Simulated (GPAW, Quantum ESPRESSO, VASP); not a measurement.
Code comparison for SrPd₂ (Fd-3m, 6 atoms in the cell)

Self-consistent single point.

```xyz
6
Lattice="0.0000 3.9356 3.9356 3.9356 0.0000 3.9356 3.9356 3.9356 0.0000" Properties=species:S:1:pos:R:3 pbc="T T T"
Sr     5.9034     5.9034     5.9034
Sr     3.9356     3.9356     3.9356
Pd     2.9517     0.9839     2.9517
Pd     0.9839     0.9839     0.9839
Pd     0.9839     2.9517     2.9517
Pd     2.9517     2.9517     0.9839
```

Shared settings, as Quantum ESPRESSO writes them: occupations = smearing; smearing = gauss; degauss = 0.0099958 Ry; K_POINTS = automatic 7 7 7 0 0 0. Potentials and cutoffs stand in the table.

```
code                                                                      model  pressure (GPa)  cutoff
----------------  -------------------------------------------------------------  --------------  ------
GPAW              LDA (Perdew-Wang 92), GPAW PAW datasets LDA (gpaw-data 1.0.1)           -6.23  600 eV
VASP                               LDA (PZ), VASP's LDA PAW potentials (set 64)           -6.44  300 eV
Quantum ESPRESSO            LDA (PZ), GBRV 1.5 ultrasoft (LDA) pseudopotentials           -6.49   40 Ry
```

On GPAW's run: spin polarisation is off.

The spread over the programs that give each value: pressure within 0.26 GPa.

VASP's run is marked for a possible Pulay error in its stress at this cutoff; no cutoff test was made.

The starting cell comes from a database of computed structures (which also holds hypothetical and non-ambient phases and stackings), without a prior relaxation at this level.

Left out of this page: Ansatz, CP2K, Elk, FLEUR and SIESTA (not drawn, or without a comparable value).
